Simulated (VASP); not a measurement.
Runs of VASP 6.6.1 on BPd4. It takes space group Pmm2 (No. 25, orthorhombic). The conventional cell has a = 2.892 Å, b = 4.365 Å, c = 5.856 Å, α = 90.00°, β = 90.00°, γ = 90.00°. Around Pd (site symmetry mm2) lie 1 B at 1.96 Å. Pd (site symmetry mm2) has 2 B at 2.03 Å as nearest neighbours. Pd (site symmetry mm2) has 10 Pd at 2.73 to 3.07 Å as nearest neighbours. Pd (site symmetry mm2) is surrounded by 2 B at 2.18 Å. B (site symmetry mm2) has 5 Pd at 1.96 to 2.18 Å as nearest neighbours. The cell comes from a database or a generator and needn't be the stable form of this composition.

| level | potentials or basis | pressure (GPa) | largest force (eV/Å) |
| --- | --- | --- | --- |
| LDA | VASP PAW LDA potentials, release 64 (Pd, B) | -12.8 | 0.18 |
| r2SCAN | VASP PAW PBE potentials, release 64 (Pd, B) | (b) | 0.24 |
| TPSS | VASP PAW PBE potentials, release 64 (Pd, B) | (c) | 0.14 |
| PBEsol | VASP PAW PBE potentials, release 64 (Pd, B) | -8.5 | 0.14 |
| SCAN | VASP PAW PBE potentials, release 64 (Pd, B) | -6.7 | 0.33 |
| PW91 | VASP PAW PBE potentials, release 64 (Pd, B) | -0.6 | 0.18 |
| RPBE | VASP PAW PBE potentials, release 64 (Pd, B) | (a) | 0.20 |
| revPBE | VASP PAW PBE potentials, release 64 (Pd, B) | 1.7 | 0.20 |

Alike in all rows: task band structure; no spin polarisation; cell as given; k mesh 7 × 5 × 4; cutoff (eV) 520; smearing fermi-dirac 0.05 eV.

Estimate the missing entries.

(a) 2.8; (b) -4.0; (c) -5.0.

Caveats: the PAW data sets were made with another functional, which shifts forces and pressure a little (some runs).

Runs at the PBE level aren't shown here.
